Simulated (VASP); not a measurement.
Computed with LDA (Ceperley-Alder, Perdew-Zunger), VASP's LDA PAW potentials (set 64) (plane waves; VASP).

A VASP calculation is set up with these files.

File KPOINTS:
```
Automatic mesh
0
Gamma
9 9 9
0 0 0
```

POSCAR:
```
KBr
1
    0.0000000000     3.1897936728     3.1897936728
    3.1897936728     0.0000000000     3.1897936728
    3.1897936728     3.1897936728     0.0000000000
K Br
1 1
Direct
  0.0000000000   0.0000000000   0.0000000000
  0.5000000000   0.5000000000   0.5000000000
```

**INCAR**
```
ALGO  =  Normal
CSHIFT  =  0.1
EDIFF  =  1E-7
ENCUT  =  400
ISMEAR  =  0
LASPH  =  .True.
LCHARG  =  .False.
LMAXMIX  =  4
LOPTICS  =  .True.
LREAL  =  .False.
LWAVE  =  .False.
NBANDS  =  36
NEDOS  =  1001
NELM  =  100
PREC  =  Accurate
SIGMA  =  0.01
SYSTEM  =  KBr
```

POTCAR, in this order: K_sv Br (LDA.64 set). Program: vasp_std.

Output of the run:

### OSZICAR
```
       N       E                     dE             d eps       ncg     rms          rms(c)
DAV:   1     0.108041190660E+03    0.10804E+03   -0.49243E+03  2520   0.323E+02
DAV:   2    -0.240481970344E+01   -0.11045E+03   -0.98540E+02  3056   0.122E+02
DAV:   3    -0.689395791180E+01   -0.44891E+01   -0.44459E+01  3224   0.217E+01
DAV:   4    -0.700552815745E+01   -0.11157E+00   -0.11143E+00  3568   0.294E+00
DAV:   5    -0.700626544894E+01   -0.73729E-03   -0.73727E-03  3108   0.202E-01    0.403E+00
DAV:   6    -0.685504547191E+01    0.15122E+00   -0.21505E-02  3020   0.900E-01    0.304E+00
DAV:   7    -0.683447280444E+01    0.20573E-01   -0.23551E-02  3136   0.652E-01    0.116E+00
DAV:   8    -0.683439399368E+01    0.78811E-04   -0.40419E-03  3204   0.260E-01    0.124E-01
DAV:   9    -0.683450513267E+01   -0.11114E-03   -0.28137E-04  3312   0.624E-02    0.759E-02
DAV:  10    -0.683452450583E+01   -0.19373E-04   -0.21452E-05  3096   0.146E-02    0.231E-02
DAV:  11    -0.683453192377E+01   -0.74179E-05   -0.43290E-06  2916   0.684E-03    0.655E-03
DAV:  12    -0.683453187568E+01    0.48085E-07   -0.23242E-07  3072   0.168E-03
   1 F= -.68345319E+01 E0= -.68345319E+01  d E =-.275544E-16
 imaginary and real dielectric function
```

OUTCAR:
```
------------------------ aborting loop because EDIFF is reached ----------------------------------------
  FORCE on cell =-STRESS in cart. coord.  units (eV):
  Direction    XX          YY          ZZ          XY          YZ          ZX
  --------------------------------------------------------------------------------------
  Total       -0.0001680     -0.0001680     -0.0001680     -0.0000000     -0.0000000     -0.0000000
  in kB       -0.0041477     -0.0041477     -0.0041477     -0.0000000     -0.0000000     -0.0000000
  external PRESSURE =      -0.0041477 kB  Pullay stress =       0.0000000 kB
  volume of cell :       64.91
      direct lattice vectors                 reciprocal lattice vectors
     0.000000000  3.189793673  3.189793673    -0.156749950  0.156749950  0.156749950
     3.189793673  0.000000000  3.189793673     0.156749950 -0.156749950  0.156749950
     3.189793673  3.189793673  0.000000000     0.156749950  0.156749950 -0.156749950
  FREE ENERGIE OF THE ION-ELECTRON SYSTEM (eV)
  ---------------------------------------------------
  free  energy   TOTEN  =        -6.8345318757 eV

  energy  without entropy=       -6.8345318757  energy(sigma->0) =       -6.83453188

 plasma frequency squared (from intraband transitions) (eV^2)
  --------------------------------------------------------------------------------------
       0.000       0.000      -0.000
       0.000       0.000       0.000
      -0.000       0.000       0.000

 plasma frequency squared (from interband transitions, int dw w eps(2)(w)) (eV^2)
  --------------------------------------------------------------------------------------
     283.488       0.000       0.000       0.000       0.000       0.000
       0.000      -0.000     283.488       0.000       0.000      -0.000
       0.000      -0.000       0.000       0.000     283.488       0.000
```
(Selected blocks of OUTCAR.)

The compound is KBr in the rock salt structure. It was relaxed first, which changed the volume by -10 %.
